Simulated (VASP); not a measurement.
## Ti(0001), as cut: electronic structure

How does Ti(0001) behave as a surface?

Main program and level: VASP 6.6.1; PBE; plane waves and PAW (Ti).

Report form: the programs' logs are mostly left out.

### 1. The starting structure

The cell holds 5 atoms: 5 Ti. Its edges and angles: a = 2.950 Å, b = 2.950 Å, c = 27.369 Å, α = 90.0°, β = 90.0°, γ = 60.0°. Vacuum lies along c.

Structure file:

```
Ti
1.0
     2.95000    0.00000    0.00000
     1.47500    2.55477    0.00000
     0.00000    0.00000   27.36920
Ti
5
Direct
  0.00000 0.00000 0.32884
  0.66667 0.66667 0.41442
  0.00000 0.00000 0.50000
  0.66667 0.66667 0.58558
  0.00000 0.00000 0.67116
```

### 2. Potential and states of the slab

A static run writes the electrostatic potential without exchange and correlation (LVHAR), which is flat in the vacuum and gives the level to count from. The dipole correction cancels the field that unlike faces would set up across the vacuum.

Contents of INCAR:

```
SYSTEM = Ti
PREC = Normal
ENCUT = 300
EDIFF = 1E-06
NELM = 120
ISMEAR = -1
SIGMA = 0.1
LREAL = .FALSE.
ALGO = Fast
GGA = PE
NBANDS = 25
LASPH = .TRUE.
LORBIT = 11
LWAVE = .FALSE.
LCHARG = .TRUE.
IDIPOL = 3
LDIPOL = .TRUE.
DIPOL = 0.5 0.5 0.5
LVHAR = .TRUE.
LVACPOTAV = .TRUE.
LELF = .TRUE.
NEDOS = 1500
```

Contents of POSCAR:

```
Ti
1.0
    2.9500000000      0.0000000000      0.0000000000
    1.4750000000      2.5547749412      0.0000000000
    0.0000000000      0.0000000000     27.3692000000
Ti
5
Direct
    0.0000000000      0.0000000000      0.3288367946
    0.6666666667      0.6666666667      0.4144183973
    0.0000000000      0.0000000000      0.5000000000
    0.6666666667      0.6666666667      0.5855816027
    0.0000000000      0.0000000000      0.6711632054
```

Contents of KPOINTS:

```
Automatic mesh
0
Gamma
18 18 1
0 0 0
```

The projector-augmented-wave data sets are Ti (PBE family, release 64).

The run is started by

```console
> mpirun -np 2 vasp_std
```

It took 55 s on 2 MPI ranks of Intel Xeon Platinum 8488C (Sapphire Rapids), shared host; peak memory 0.31 GiB; 1.8 min of CPU time.

The data set Ti keeps the semicore shell frozen, which is cheaper and a little less accurate.

Numbers from this step:

```yaml
electronic_cycles: 29
electrons: 20
free_energy_toten: -36.97 eV
energy_at_zero_smearing: -36.81 eV
fermi_energy: -1.131 eV
labelled_metallic_from_the_levels_on_this_mesh: yes
dos_at_the_fermi_level: 9.730 states/eV/cell
dipole_moment: 0, 0, 0 e·Å
vacuum_levels: 3.26, 3.26 eV
work_functions_of_the_upper_and_lower_face: 4.391, 4.391 eV
```

The density of states has structure finer than the step of the table below, so its rows give means over 0.5 eV, whole bins alone (the curve runs from -6.76 to 7.23 eV). Peaks (eV: height): total -0.72: 9.39, 0.78: 12.3, 2.32: 8.30; Ti s -2.36: 0.984; Ti p -0.72: 1.28, 0.17: 1.43; Ti d -0.72: 6.73, 0.82: 10.0, 3.07: 7.68.

Means over bins of 0.046 eV. The density of states by energy, zero at the Fermi level; means over each step; values in states/eV/cell:

```csv
energy (eV),total,Ti s,Ti p,Ti d
-6.5,4.8e-4,3.2e-4,0,0
-6.0,0.0435,0.0319,0.00109,0
-5.5,0.252,0.179,0.0116,5.8e-4
-5.0,0.475,0.315,0.0389,0.00548
-4.5,0.635,0.390,0.0752,0.0165
-4.0,0.903,0.499,0.135,0.0510
-3.5,1.17,0.572,0.208,0.120
-3.0,1.81,0.718,0.325,0.380
-2.5,3.48,0.938,0.484,1.42
-2.0,5.45,0.856,0.637,3.06
-1.5,5.93,0.417,0.653,4.03
-1.0,7.70,0.209,1.03,5.52
-0.5,8.08,0.164,1.05,5.76
0.0,9.63,0.122,1.23,6.86
0.5,11.3,0.0909,1.26,8.92
1.0,11.0,0.0842,1.02,9.18
1.5,8.59,0.0382,0.499,7.45
2.0,7.40,0.0312,0.254,6.60
2.5,7.70,0.0403,0.326,6.89
3.0,7.81,0.0266,0.189,7.35
3.5,3.70,0.0243,0.124,3.48
4.0,0.821,0.0202,0.123,0.658
4.5,0.372,0.0153,0.0855,0.259
5.0,0.187,0.0107,0.0531,0.117
5.5,0.0876,0.00623,0.0272,0.0511
6.0,0.0135,0.00232,0.00528,0.00586
6.5,0.0124,0.00225,0.00502,0.00525
```

The planar average of the electrostatic potential oscillates, so the rows of the table below give means over windows of 2.39 Å about each position, cut where the curve ends. Its maxima inside the range that stand out by 2 % of the span (Å: eV): 10.1: -0.0974, 12.5: -0.327, 14.8: -0.327, 17.2: -0.0974. Its minima: 9.0: -5.37, 11.4: -5.22, 13.7: -5.16, 16.0: -5.22, 18.4: -5.37.

Zero at the Fermi level. The planar average of the electrostatic potential by height; means over each step:

| height (Å) | planar average of the electrostatic potential (eV) |
| --- | --- |
| 1.20 | 4.39 |
| 3.58 | 4.39 |
| 5.97 | 4.22 |
| 8.36 | -1.92 |
| 10.75 | -2.84 |
| 13.14 | -2.92 |
| 15.53 | -2.92 |
| 17.92 | -2.96 |
| 20.31 | 2.75 |
| 22.70 | 4.38 |
| 25.09 | 4.39 |

Density of states in the PAW spheres, an atom over height of the layer and energy from the Fermi level.

Ten even steps from '_' (0.00 states/eV) to '@' (2.42 states/eV), each cell a mean:
```
@@**##**@@
@@==++==@@
**==++==**
++******++
==========
--======--
--======--
::------::
..........
__......__
__________
__________
__________
__________
__________
__________
__________
__________
__________
__________
__________
__________
```
Columns: height of the layer (Å) from 9 to 18.4; rows upwards: energy from the Fermi level (eV) from -7.9 to 0.5.

Force by atom:

| atom | x (eV/Å) | y (eV/Å) | z (eV/Å) | size |
| --- | --- | --- | --- | --- |
| Ti1 | 0.000 | 0.000 | 0.640 | 0.640 |
| Ti2 | 0.000 | 0.000 | -0.564 | 0.564 |
| Ti3 | 0.000 | 0.000 | 0.000 | 0.000 |
| Ti4 | 0.000 | 0.000 | 0.564 | 0.564 |
| Ti5 | 0.000 | 0.000 | -0.640 | 0.640 |

Valence density in the ca plane at fractional y = 0.000, with atoms of Ti within 0.2 Å of it. It is the smooth field of the valence electrons, not physical close to the nuclei.

Ten even steps from '0' (0.0 e/Å³) to '9' (1.1 e/Å³), each cell a mean:
```
00137852111111124785211111112478510000000000
00013421111111112342111111111234210000000000
00011111111111111111111111111111100000000000
00011111111221111111111121111111100000000000
00011111111211111111111121111111100000000000
00012221111111111222111111111222100000000000
00025642111111113563211111111356310000000000
00149952111111125996211111112489610000000000
```
Columns run along c (16.0 Å, from fractional 0.27 to 0.85 of the cell), rows up along a (3.0 Å). Atoms in or near the plane, at fractional coordinates: Ti at (0.33, 0.00), Ti at (0.50, 0.00), Ti at (0.67, 0.00).

Electrostatic potential energy in the ca plane at fractional y = 0.000, with atoms of Ti within 0.2 Å of it. With pseudopotentials it is smooth inside the atoms' cores, unlike the true potential.

Ten even steps from '0' (-14 eV) to '9' (3 eV), each cell a mean:
```
86310003688888741001368888863100125899999999
87532124676567753212467656775311247899999999
98754456764345775445676434577544568999999999
99876678753334787667875333478766788999999999
98865567764334776556775333577655678999999999
98642235775446764323576545676432357899999999
87420013677777742001367777774200136899999999
86310002588888631000358888863100025899999999
```
Columns run along c (16.0 Å, from fractional 0.27 to 0.85 of the cell; values clipped at the 3rd and 97th percentile), rows up along a (3.0 Å). Atoms in or near the plane, at fractional coordinates: Ti at (0.33, 0.00), Ti at (0.50, 0.00), Ti at (0.67, 0.00).

ELF in the ca plane at fractional y = 0.000, with atoms of Ti within 0.2 Å of it. It is the smooth field of the valence electrons, not physical close to the nuclei.

Ten even steps from '0' (0.00) to '9' (0.77), each cell a mean:
```
10000002688887520000258888851000000110001400
21100012565455420001255445652000011211000000
44432235431113543223542112354322344431000100
56654456421012565445652101256544566532100100
55433345421113554334552111355433355431000000
32211113543334431111344333553111122321000000
10000002688777520000257778851000000110000000
00000002699998520000269999951000000000000001
```
Columns run along c (16.0 Å, from fractional 0.27 to 0.85 of the cell), rows up along a (3.0 Å). Atoms in or near the plane, at fractional coordinates: Ti at (0.33, 0.00), Ti at (0.50, 0.00), Ti at (0.67, 0.00).

Only the dipole across the slab is computed (IDIPOL = 3); zeros along the plane are no results.

The density of states holds every band computed, so its fall toward the upper end of the range is no gap.

The map of layer states is cut here 0.5 eV above the Fermi level, so it leaves out the states above that.

The vacuum level lies 4.39 eV above the Fermi level at the upper face; both faces agree, as the slab has next to no dipole.

The program found no field-free point at its default tolerance, but its printed level agrees with the flat part of the planar average.

On this mesh the fine structure of the density of states is sampling noise, and high empty states may be cut by the number of bands.

### 3. The slab in a field, field -0.05

A field across the slab, with the atoms held, gives the electronic response: the dipole changes linearly with the field, and the energy has a linear term from the slab's own dipole and a quadratic one from its polarisability.

Contents of INCAR:

```
SYSTEM = Ti
PREC = Normal
ENCUT = 300
EDIFF = 1E-06
NELM = 120
ISMEAR = -1
SIGMA = 0.1
LREAL = .FALSE.
ALGO = Fast
GGA = PE
NBANDS = 16
LASPH = .TRUE.
LORBIT = 11
LWAVE = .FALSE.
LCHARG = .FALSE.
KPAR = 2
IDIPOL = 3
LDIPOL = .TRUE.
DIPOL = 0.5 0.5 0.5
EFIELD = -0.05
LVHAR = .TRUE.
```

POSCAR is that of step 2.

KPOINTS is that of step 2.

The run is started by

```console
> mpirun -np 2 vasp_std
```

Elapsed: 2.5 min, on 2 MPI ranks; peak memory 0.35 GiB.

The electronic loop did not meet EDIFF within NELM cycles, so this run is left out of the comparison.

### 4. The slab in a field, field 0.05

INCAR, as its differences from that of step 3:

```diff
@@ -19,3 +19,3 @@
 DIPOL = 0.5 0.5 0.5
-EFIELD = -0.05
+EFIELD = 0.05
 LVHAR = .TRUE.
```

POSCAR is that of step 3.

KPOINTS is that of step 3.

The run is started by

```console
> mpirun -np 2 vasp_std
```

Elapsed: 3 min, on 2 MPI ranks; peak memory 0.34 GiB.

The electronic loop did not meet EDIFF within NELM cycles, so this run is left out of the comparison.

### 5. The slab in a field, field 0.1

INCAR, as its differences from that of step 4:

```diff
@@ -19,3 +19,3 @@
 DIPOL = 0.5 0.5 0.5
-EFIELD = 0.05
+EFIELD = 0.1
 LVHAR = .TRUE.
```

POSCAR is that of step 4.

KPOINTS is that of step 4.

The run is started by

```console
> mpirun -np 2 vasp_std
```

The job ended after 3.1 min (2 MPI ranks; peak memory 0.34 GiB).

The electronic loop did not meet EDIFF within NELM cycles, so this run is left out of the comparison.

### 6. Derived quantities

This step: slab, PBE; plane waves and PAW (VASP 6.6.1).

Derived from the runs above.

### 7. Slab, bad settings

This step: PBE; plane waves and PAW (Ti) (VASP 6.6.1).

As a lesson, the run is repeated with a fault in its input.

INCAR, as its differences from that of step 5:

```diff
@@ -4,3 +4,3 @@
 EDIFF = 1E-06
-NELM = 120
+NELM = 65
 ISMEAR = -1
@@ -8,3 +8,3 @@
 LREAL = .FALSE.
-ALGO = Fast
+ALGO = None
 GGA = PE
@@ -19,3 +19,3 @@
 DIPOL = 0.5 0.5 0.5
-EFIELD = 0.1
 LVHAR = .TRUE.
+LVACPOTAV = .TRUE.
```

POSCAR is that of step 5.

KPOINTS is that of step 5.

The run is started by

```console
> mpirun -np 2 vasp_std
```

The job ended after 11 s (2 MPI ranks; peak memory 0.31 GiB).

With this ALGO and no orbitals on file, nothing is iterated to self-consistency: the program ends without an error, and its numbers rest on random orbitals.

Against the run that it repeats, NBANDS also differs.

The two runs compared:

```
                    quantity  this run  the run it repeats  difference
energy at zero smearing (eV)    3882.3             -36.808        3919
    free energy (TOTEN) (eV)    3882.3             -36.967        3919
           Fermi energy (eV)    26.961             -1.1313        28.1
           electronic cycles        21                  29          -8
```

The energy at zero smearing changes sign: 3882 eV against -36.8 eV.

The energy is off by more than 1 eV an atom and means nothing for this system.

### 8. What came out

| Property | Result |
| --- | --- |
| work function of the slab | 4.39 eV |

The work function is 4.39 eV at both faces. No atom was relaxed. The cell in the plane was kept as given and was not relaxed here.

[Lines on the potential files, build, host, timing and source positions are cut from VASP's logs without a mark.]

[Logs are printed without paths, hosts, clocks, repeated set-up lines and the standing remarks that a program may print on its own settings, such as how far it seeks lower states.]

[Hosts, paths, dates, database ids (printed as entryN), source tags and the programs' standing remarks are cut or masked in the printed files.]

[In band tables of VASP the shares of atoms and orbitals are scaled to a sum of 1 inside the atoms' spheres.]

[Runs that stopped without an error message from VASP are left out.]
